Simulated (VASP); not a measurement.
Crystal: Bi.

```
Bi
1.0
     2.26750    1.30914    3.93800
    -2.26750    1.30914    3.93800
     0.00000   -2.61828    3.93800
Bi
2
Cartesian
  0.0000 0.0000 2.7645
  0.0000 0.0000 9.0495
```

```yaml
Program: VASP 6.6.1
Task: relaxation of cell and atoms
Functional: PBE
Dispersion: D3(BJ)
Potentials_or_basis: VASP PAW PBE potentials, release 64 (Bi_d)
Cutoff: 600 eV
k_mesh: 12 × 12 × 10
Occupations: methfessel-paxton, width 0.1 eV
Spin: no spin polarisation
```

At the start: pressure 0.1 GPa; volume 35.07 Å³/atom.

Problem. How do energy, volume and symmetry change on relaxing?

Solution. Over 7 steps the energy falls by 4.0 meV/atom and the volume is 34.55 Å³/atom (-1.5 %); space group R-3m (No. 166, to 0.05 Å).

The path:
| step | energy change (eV) | largest force (eV/Å) | pressure (GPa) | volume (Å³) |
| --- | --- | --- | --- | --- |
| 1 | 0.0000 | 0.2259 | 0.07 | 70.14 |
| 2 | -0.0037 | 0.1211 | -0.25 | 70.30 |
| 3 | -0.0049 | 0.0353 | -0.46 | 70.44 |
| 4 | -0.0071 | 0.0315 | 0.06 | 69.35 |
| 5 | -0.0071 | 0.0298 | 0.03 | 69.31 |
| 6 | -0.0076 | 0.0191 | 0.05 | 69.25 |
| 7 | -0.0080 | 0.0064 | 0.02 | 69.10 |

Final structure:
```
Bi
1.0
     2.26427    1.30728    3.89081
    -2.26427    1.30728    3.89081
     0.00000   -2.61455    3.89081
Bi
2
Direct
  0.23732 0.23732 0.23732
  0.76268 0.76268 0.76268
```

Caveat: pairwise dispersion overbinds metals, which lowers pressure and volume.
